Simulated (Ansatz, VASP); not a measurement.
## GaB in VASP and in Ansatz

```
CELL_PARAMETERS angstrom
2.71824 0.00000 0.00000
0.00000 2.71824 0.00000
0.00000 0.00000 3.23621
ATOMIC_POSITIONS crystal
Ga 0.50000 0.50000 0.50000
B 0.00000 0.00000 0.00000
```

The cell was built by a generator and needn't be a form met in nature.

Alike in both runs: task relaxation of cell and atoms; functional PBEsol; dispersion D3(BJ); k mesh 10 × 10 × 8; occupations fermi-dirac, width 0.05 eV; no spin polarisation.

|  | VASP | Ansatz |
| --- | --- | --- |
| version | VASP 6.6.1 | Ansatz 0.2.0 |
| potentials or method | VASP PAW PBE potentials, release 64 (Ga_d, B) | Ansatz PAW |
| plane-wave cutoff (eV) | 600 | 420 |
| valence electrons in the cell | 16 | 16 |

```tsv
	VASP	Ansatz	Ansatz less VASP
gap on the k mesh at the Fermi level, each at its own relaxed structure (eV)	none	none	-
relaxed volume (Å³/atom)	11.10	11.08	-0.021
relaxed cell length with the largest relative difference (Å)	3.206	3.202	-0.0043
energy change over the relaxation (meV/atom)	-21	-22	-0.7
```

A gap of «none» marks a metal or a gap that the smearing closes.

Caveats: pairwise dispersion overbinds metals, which lowers pressure and volume; the PAW data sets were made with another functional, which shifts forces and pressure a little (VASP); the plane-wave basis is chosen anew once the cell has moved, so the energies of steps on either side of that aren't comparable (Ansatz); the PAW data sets come from PBE, with cores solved anew for the run's functional, which leaves a small shift of forces and pressure (Ansatz).
